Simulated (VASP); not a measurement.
Computed with PBE GGA, VASP's PBE PAW potentials (set 64) (plane waves; VASP 6.6.1).

A VASP calculation is set up with these files.

**INCAR**
```
! general
SYSTEM  = TiC
PREC    = Accurate
ENCUT   = 400   ! plane-wave cut-off (eV)
LREAL   = .FALSE.   ! projection in real space or not
LASPH   = .TRUE.

! electronic loop
EDIFF   = 1E-6   ! SCF stop (eV)
NELM    = 100
ALGO    = Normal   ! blocked Davidson
LMAXMIX = 4   ! l cut-off of mixed one-centre charges

! smearing
ISMEAR  = 0   ! Gaussian
SIGMA   = 0.2   ! width (eV)

! functional
GGA     = PE   ! PBE

! ions
ISIF    = 2

! output
LWAVE   = .FALSE.
LCHARG  = .FALSE.
```

File KPOINTS:
```
Automatic mesh
0
Gamma
13 13 13
0 0 0
```

**POSCAR**
```
TiC
1.0
  0.0000000000   2.1779900000   2.1779900000
  2.1779900000   0.0000000000   2.1779900000
  2.1779900000   2.1779900000   0.0000000000
Ti C
1 1
direct
  0.0000000000   0.0000000000   0.0000000000
  0.5000000000   0.5000000000   0.5000000000
```

KPOINTS_OPT:
```
k-points along high-symmetry lines
10
Line-mode
Reciprocal
  0.000000   0.000000   0.000000 ! GAMMA
  0.500000   0.000000   0.500000 ! X

  0.500000   0.000000   0.500000 ! X
  0.625000   0.250000   0.625000 ! U

  0.375000   0.375000   0.750000 ! K
  0.000000   0.000000   0.000000 ! GAMMA

  0.000000   0.000000   0.000000 ! GAMMA
  0.500000   0.500000   0.500000 ! L

  0.500000   0.500000   0.500000 ! L
  0.500000   0.250000   0.750000 ! W

  0.500000   0.250000   0.750000 ! W
  0.500000   0.000000   0.500000 ! X
```

POTCAR, in this order: Ti_sv C (PBE.64 set). Program: vasp_std.

Problem. What will the output report for the number of irreducible k-points (NKPTS), largest plane-wave count, number of space-group operations, FFT grid (NGX, NGY, NGZ)?

Solution. 
| Quantity | Value |
|---|---|
| number of irreducible k-points (NKPTS) | 84 |
| largest plane-wave count | 384 |
| number of space-group operations | 48 |
| FFT grid (NGX, NGY, NGZ) | 20 × 20 × 20 |

The structure is a typed TiC crystal (Fm-3m). The cell was not relaxed at this level.
